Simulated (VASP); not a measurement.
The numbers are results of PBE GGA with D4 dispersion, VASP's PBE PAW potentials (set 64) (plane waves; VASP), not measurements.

VASP ran on this input.

INCAR:
```
# general
SYSTEM  = WSi2
PREC    = Accurate
ENCUT   = 520   # plane-wave cut-off (eV)
LREAL   = .FALSE.   # projection in real space or not
LASPH   = .TRUE.   # aspherical one-centre terms

# electronic loop
EDIFF   = 1E-6   # SCF stop (eV)
NELM    = 100   # most electronic steps
ALGO    = Normal   # blocked Davidson
LMAXMIX = 6   # l cut-off of mixed one-centre charges

# smearing
ISMEAR  = 1
SIGMA   = 0.1   # width (eV)

# functional
GGA     = PE   # PBE
IVDW    = 13

# ions
IBRION  = 2
NSW     = 60   # most ionic steps
ISIF    = 3   # ions, shape and volume
EDIFFG  = -0.02

# output
LWAVE   = .FALSE.
LCHARG  = .FALSE.
```

**POSCAR**
```
WSi2
1
   -1.5991742154     1.5991742154     3.9031692815
    1.5991742154    -1.5991742154     3.9031692815
    1.5991742154     1.5991742154    -3.9031692815
Si W
2 1
Direct
  0.6657555970   0.6657555970   1.0000000000
  0.3342444030   0.3342444030   1.0000000000
  1.0000000000   1.0000000000   0.0000000000
```

### KPOINTS
```
Automatic mesh
0
Gamma
12 12 12
0 0 0
```

POTCAR, in this order: Si W_sv (PBE.64 set). Program: vasp_std.

What VASP printed:

**OSZICAR**
```
       N       E                     dE             d eps       ncg     rms          rms(c)
DAV:   1     0.128419815221E+03    0.12842E+03   -0.11257E+04  4890   0.149E+03
DAV:   2    -0.210788319328E+02   -0.14950E+03   -0.14736E+03  5562   0.363E+02
DAV:   3    -0.256114508201E+02   -0.45326E+01   -0.43357E+01  6535   0.526E+01
DAV:   4    -0.256449467373E+02   -0.33496E-01   -0.33476E-01  5534   0.536E+00
DAV:   5    -0.256453359792E+02   -0.38924E-03   -0.38923E-03  6577   0.590E-01    0.261E+01
DAV:   6    -0.248944405452E+02    0.75090E+00   -0.43615E+00  5877   0.157E+01    0.913E+00
DAV:   7    -0.248148261322E+02    0.79614E-01   -0.25946E-01  5534   0.310E+00    0.455E+00
DAV:   8    -0.247937976532E+02    0.21028E-01   -0.41477E-02  6241   0.183E+00    0.306E-01
DAV:   9    -0.247933981701E+02    0.39948E-03   -0.11415E-03  5835   0.288E-01    0.176E-01
DAV:  10    -0.247933283405E+02    0.69830E-04   -0.29471E-04  6066   0.174E-01    0.351E-02
DAV:  11    -0.247933228595E+02    0.54811E-05   -0.35772E-05  6171   0.499E-02    0.137E-02
DAV:  12    -0.247933228338E+02    0.25637E-07   -0.15682E-06  4083   0.907E-03
   1 F= -.26530865E+02 E0= -.26530912E+02  d E =-.265309E+02
       N       E                     dE             d eps       ncg     rms          rms(c)
DAV:   1    -0.247929255533E+02    0.39731E-03   -0.47153E-03  5352   0.700E-01    0.704E-02
DAV:   2    -0.247928420522E+02    0.83501E-04   -0.22876E-04  6220   0.139E-01    0.298E-02
DAV:   3    -0.247928187700E+02    0.23282E-04   -0.40309E-05  6122   0.513E-02    0.140E-02
DAV:   4    -0.247928170338E+02    0.17362E-05   -0.56688E-06  5751   0.200E-02    0.752E-03
DAV:   5    -0.247928171743E+02   -0.14042E-06   -0.22435E-07  2809   0.392E-03
   2 F= -.26530933E+02 E0= -.26530985E+02  d E =-.679141E-04
```

### OUTCAR
```
------------------------ aborting loop because EDIFF is reached ----------------------------------------
  Edisp (eV):   -1.73812
  FORCE on cell =-STRESS in cart. coord.  units (eV):
  Direction    XX          YY          ZZ          XY          YZ          ZX
  --------------------------------------------------------------------------------------
  Total       0.01830     0.01830    -0.01676     0.00000     0.00000     0.00000
  in kB       0.73444     0.73444    -0.67262     0.00000     0.00000     0.00000
  external pressure =        0.27 kB  Pullay stress =        0.00 kB
  volume of cell :       39.91
      direct lattice vectors                 reciprocal lattice vectors
    -1.598465024  1.598465024  3.905191151     0.000000000  0.312800088  0.128034706
     1.598465024 -1.598465024  3.905191151     0.312800088  0.000000000  0.128034706
     1.598465024  1.598465024 -3.905191151     0.312800088  0.312800088  0.000000000
 POSITION                                       TOTAL-FORCE (eV/Angst)
 -----------------------------------------------------------------------------------
      0.00000      0.00000      5.20145        -0.000000     -0.000000      0.000022
      1.59847      1.59847     -1.29626        -0.000000      0.000000     -0.000022
      0.00000      0.00000      0.00000         0.000000     -0.000000      0.000000
 -----------------------------------------------------------------------------------
    total drift:                                0.000000     -0.000000     -0.000000
  FREE ENERGIE OF THE ION-ELECTRON SYSTEM (eV)
  ---------------------------------------------------
  free  energy   TOTEN  =       -26.5309327487 eV

  energy  without entropy=      -26.5310900296  energy(sigma->0) =      -26.53098518

 reached required accuracy - stopping structural energy minimisation
```
(Selected blocks of OUTCAR.)

CONTCAR:
```
WSi2
   1.00000000000000
    -1.5984650244238943    1.5984650244238943    3.9051911511438742
     1.5984650244238943   -1.5984650244238943    3.9051911511438742
     1.5984650244238943    1.5984650244238943   -3.9051911511438742
  Si              W
     2     1
Direct
     0.6659663786219540    0.6659663786219540    0.0000000000000000
     0.3340336213780460    0.3340336213780460    1.0000000000000000
     0.0000000000000000    0.0000000000000000    0.0000000000000000
```

The compound is WSi2 in the MoSi2 type structure. This run relaxes it. Symmetry was kept, so distortions that lower it aren't found. The start is the result of an earlier pass.
